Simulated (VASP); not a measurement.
Output of a VASP run:

**OUTCAR**
```
 ion  position               nearest neighbor table
   1  0.000  0.000  0.000-   2 2.70   2 2.70   2 2.70   2 2.70   2 2.70   2 2.70   2 2.70   2 2.70
  LATTYP: Found a simple tetragonal cell.
 ALAT       =     2.8580984413
 C/A-ratio  =     1.2538944741
 Subroutine PRICEL returns:
 Original cell was already a primitive cell.
 Subroutine GETGRP returns: Found 16 space group operations
The static configuration has the point symmetry D_4h.
The dynamic configuration has the point symmetry D_4h.
 Subroutine INISYM returns: Found 16 space group operations
 Subroutine IBZKPT returns following result:
 Found    168 irreducible k-points:

 Following reciprocal coordinates:
            Coordinates               Weight
  0.000000  0.000000  0.000000      1.000000
  0.076923  0.000000  0.000000      4.000000
  0.153846  0.000000  0.000000      4.000000
  0.230769  0.000000  0.000000      4.000000
  0.307692  0.000000  0.000000      4.000000
  0.384615  0.000000  0.000000      4.000000
  0.461538  0.000000  0.000000      4.000000
  0.076923  0.076923  0.000000      4.000000
  0.153846  0.076923  0.000000      8.000000
  0.230769  0.076923  0.000000      8.000000
  0.307692  0.076923  0.000000      8.000000
  0.384615  0.076923  0.000000      8.000000
  0.461538  0.076923  0.000000      8.000000
  0.153846  0.153846  0.000000      4.000000
  0.230769  0.153846  0.000000      8.000000
  0.307692  0.153846  0.000000      8.000000
  0.384615  0.153846  0.000000      8.000000
  0.461538  0.153846  0.000000      8.000000
  0.230769  0.230769  0.000000      4.000000
  0.307692  0.230769  0.000000      8.000000
  0.384615  0.230769  0.000000      8.000000
  0.461538  0.230769  0.000000      8.000000
  0.307692  0.307692  0.000000      4.000000
  0.384615  0.307692  0.000000      8.000000
  0.461538  0.307692  0.000000      8.000000
  0.384615  0.384615  0.000000      4.000000
  0.461538  0.384615  0.000000      8.000000
  0.461538  0.461538  0.000000      4.000000
  0.000000  0.000000  0.100000      2.000000
  0.076923  0.000000  0.100000      8.000000
  0.153846  0.000000  0.100000      8.000000
  0.230769  0.000000  0.100000      8.000000
  0.307692  0.000000  0.100000      8.000000
  0.384615  0.000000  0.100000      8.000000
  0.461538  0.000000  0.100000      8.000000
  0.076923  0.076923  0.100000      8.000000
  0.153846  0.076923  0.100000     16.000000
  0.230769  0.076923  0.100000     16.000000
  0.307692  0.076923  0.100000     16.000000
  0.384615  0.076923  0.100000     16.000000
   k-points           NKPTS =    168   k-points in BZ     NKDIM =    168   number of bands    NBANDS=     15
   number of dos      NEDOS =    301   number of ions     NIONS =      2
   total plane-waves  NPLWV =  16128
   dimension x,y,z NGX =    24 NGY =   24 NGZ =   28
   dimension x,y,z NGXF=    48 NGYF=   48 NGZF=   56
   ions per type =               1   1
   PREC   = accura    normal or accurate (medium, high low for compatibility)
   ISTART =      0    job   : 0-new  1-cont  2-samecut
   ICHARG =      2    charge: 1-file 2-atom 10-const
   ISPIN  =      1    spin polarized calculation?
   LNONCOLLINEAR =      F non collinear calculations
   LSORBIT =      F    spin-orbit coupling
   INIWAV =      1    electr: 0-lowe 1-rand  2-diag
   ENCUT  =  520.0 eV  38.22 Ry    6.18 a.u.   5.31  5.31  6.66*2*pi/ulx,y,z
   NELM   =    100;   NELMIN=  2; NELMDL= -5     # of ELM steps
   EDIFF  = 0.1E-06   stopping-criterion for ELM
   LREAL  =      F    real-space projection
   NLSPLINE    = F    spline interpolate recip. space projectors
   LMAXMIX     =    6 max onsite mixed and CHGCAR
   VOSKOWN=      0    Vosko Wilk Nusair interpolation
   EDIFFG = -.1E-01   stopping-criterion for IOM
   NSW    =     30    number of steps for IOM
   NBLOCK =      1;   KBLOCK =     30    inner block; outer block
   IBRION =      2    ionic relax: 0-MD 1-quasi-New 2-CG
...
```

File OSZICAR:
```
...
       N       E                     dE             d eps       ncg     rms          rms(c)
DAV:   1    -0.834575569211E+01   -0.79023E-02   -0.37669E-01  5502   0.584E+00    0.550E-01
DAV:   2    -0.834116707028E+01    0.45886E-02   -0.57854E-03  7305   0.188E+00    0.325E-01
DAV:   3    -0.833971720353E+01    0.14499E-02   -0.66637E-03  6459   0.282E+00    0.238E-01
DAV:   4    -0.833894142086E+01    0.77578E-03   -0.33986E-03  6254   0.198E+00    0.495E-02
DAV:   5    -0.833894581540E+01   -0.43945E-05   -0.10971E-04  6462   0.132E-01    0.266E-02
DAV:   6    -0.833894540955E+01    0.40584E-06   -0.92548E-06  7455   0.716E-02    0.456E-03
DAV:   7    -0.833894524761E+01    0.16195E-06   -0.14675E-06  7249   0.389E-02    0.162E-03
DAV:   8    -0.833894524281E+01    0.48008E-08   -0.31509E-08  2926   0.325E-03
   4 F= -.83389452E+01 E0= -.83386229E+01  d E =-.147330E-02
       N       E                     dE             d eps       ncg     rms          rms(c)
DAV:   1    -0.837058515244E+01   -0.31640E-01   -0.14963E+00  5502   0.116E+01    0.110E+00
DAV:   2    -0.835206180003E+01    0.18523E-01   -0.24491E-02  7391   0.388E+00    0.653E-01
DAV:   3    -0.834604404750E+01    0.60178E-02   -0.27172E-02  6374   0.567E+00    0.480E-01
DAV:   4    -0.834273751348E+01    0.33065E-02   -0.14414E-02  6282   0.395E+00    0.820E-02
DAV:   5    -0.834276808998E+01   -0.30576E-04   -0.46096E-04  5573   0.243E-01    0.518E-02
DAV:   6    -0.834276778160E+01    0.30838E-06   -0.47062E-05  7520   0.162E-01    0.111E-02
DAV:   7    -0.834276596441E+01    0.18172E-05   -0.93108E-06  7634   0.938E-02    0.294E-03
DAV:   8    -0.834276599182E+01   -0.27407E-07   -0.24249E-07  4515   0.758E-03
   5 F= -.83427660E+01 E0= -.83428447E+01  d E =-.529405E-02
       N       E                     dE             d eps       ncg     rms          rms(c)
DAV:   1    -0.846369990388E+01   -0.12093E+00   -0.59135E+00  5509   0.231E+01    0.224E+00
DAV:   2    -0.838439314640E+01    0.79307E-01   -0.11178E-01  7459   0.844E+00    0.133E+00
DAV:   3    -0.835795324515E+01    0.26440E-01   -0.10942E-01  6296   0.115E+01    0.966E-01
DAV:   4    -0.834385963431E+01    0.14094E-01   -0.61733E-02  6412   0.794E+00    0.165E-01
DAV:   5    -0.834395744542E+01   -0.97811E-04   -0.20433E-03  7243   0.655E-01    0.104E-01
DAV:   6    -0.834395425710E+01    0.31883E-05   -0.15243E-04  7487   0.291E-01    0.187E-02
DAV:   7    -0.834394872881E+01    0.55283E-05   -0.33013E-05  7299   0.187E-01    0.538E-03
DAV:   8    -0.834394872332E+01    0.54888E-08   -0.88324E-07  6488   0.146E-02
   6 F= -.83439487E+01 E0= -.83440232E+01  d E =-.647678E-02
       N       E                     dE             d eps       ncg     rms          rms(c)
DAV:   1    -0.836023277987E+01   -0.16284E-01   -0.78387E-01  5558   0.851E+00    0.810E-01
DAV:   2    -0.835012393549E+01    0.10109E-01   -0.16253E-02  7402   0.365E+00    0.489E-01
DAV:   3    -0.834685292723E+01    0.32710E-02   -0.16658E-02  6119   0.434E+00    0.366E-01
DAV:   4    -0.834471781048E+01    0.21351E-02   -0.80059E-03  6523   0.306E+00    0.571E-02
DAV:   5    -0.834474013978E+01   -0.22329E-04   -0.30095E-04  5237   0.175E-01    0.388E-02
DAV:   6    -0.834474004965E+01    0.90129E-07   -0.24554E-05  7557   0.120E-01    0.913E-03
DAV:   7    -0.834473882237E+01    0.12273E-05   -0.64008E-06  7114   0.829E-02    0.231E-03
DAV:   8    -0.834473883660E+01   -0.14224E-07   -0.12883E-07  3528   0.438E-03
   7 F= -.83447388E+01 E0= -.83447040E+01  d E =-.726690E-02
```

**OUTCAR**
```
------------------------ aborting loop because EDIFF is reached ----------------------------------------
  FORCE on cell =-STRESS in cart. coord.  units (eV):
  Direction    XX          YY          ZZ          XY          YZ          ZX
  --------------------------------------------------------------------------------------
  Total       -0.8241577     -0.8241577     -0.8512828      0.0000000      0.0000000     -0.0000000
  in kB      -45.1053802    -45.1053802    -46.5899143      0.0000000      0.0000000     -0.0000000
  external PRESSURE =     -45.6002249 kB  Pullay stress =       0.0000000 kB
  volume of cell :       29.27
      direct lattice vectors                 reciprocal lattice vectors
     2.801381044  0.000000000  0.000000000     0.356966790  0.000000000  0.000000000
     0.000000000  2.801381044 -0.000000000     0.000000000  0.356966790  0.000000000
     0.000000000  0.000000000  3.730337848     0.000000000  0.000000000  0.268072234
 POSITION                                       TOTAL-FORCE (eV/Angst)
 -----------------------------------------------------------------------------------
      0.00000      0.00000      0.00000         0.000000      0.000000      0.000000
      1.40069      1.40069      1.86517         0.000000      0.000000      0.000000
 -----------------------------------------------------------------------------------
    total drift:                                0.000000      0.000000     -0.000000
  FREE ENERGIE OF THE ION-ELECTRON SYSTEM (eV)
  ---------------------------------------------------
  free  energy   TOTEN  =        -8.3447388366 eV

  energy  without entropy=       -8.3446343387  energy(sigma->0) =       -8.34470400

 reached required accuracy - stopping structural energy minimisation
```
(Selected blocks of OUTCAR.)

POSCAR:
```
CuAu
1
    2.8580984413     0.0000000000     0.0000000000
    0.0000000000     2.8580984413     0.0000000000
    0.0000000000    -0.0000000000     3.5837538419
Cu Au
1 1
Direct
  0.0000000000   0.0000000000   0.0000000000
  0.5000000000   0.5000000000   0.5000000000
```

Reconstruct the remaining input files.

One answer among several that fit: the input of the run itself, PBEsol GGA, plane waves, VASP's PBE PAW potentials (set 64).

INCAR:
```
! general
SYSTEM  = CuAu
PREC    = Accurate
ENCUT   = 520
LREAL   = .FALSE.
LASPH   = .TRUE.

! electronic loop
EDIFF   = 1E-7
NELM    = 100
ALGO    = Normal
LMAXMIX = 6

! smearing
ISMEAR  = 1
SIGMA   = 0.1

! functional
GGA     = PS

! ions
IBRION  = 2
NSW     = 30
ISIF    = 4
EDIFFG  = -0.01

! output
LWAVE   = .FALSE.
LCHARG  = .FALSE.
```

File KPOINTS:
```
Automatic mesh
0
Gamma
13 13 10
0 0 0
```

POTCAR, in this order: Cu Au (PBE.64 set). Program: vasp_std.

The compound is CuAu in the L1_0 structure. This cell is one point of a volume scan, at 1.03 of the reference volume. Symmetry was kept, so distortions that lower it aren't found.
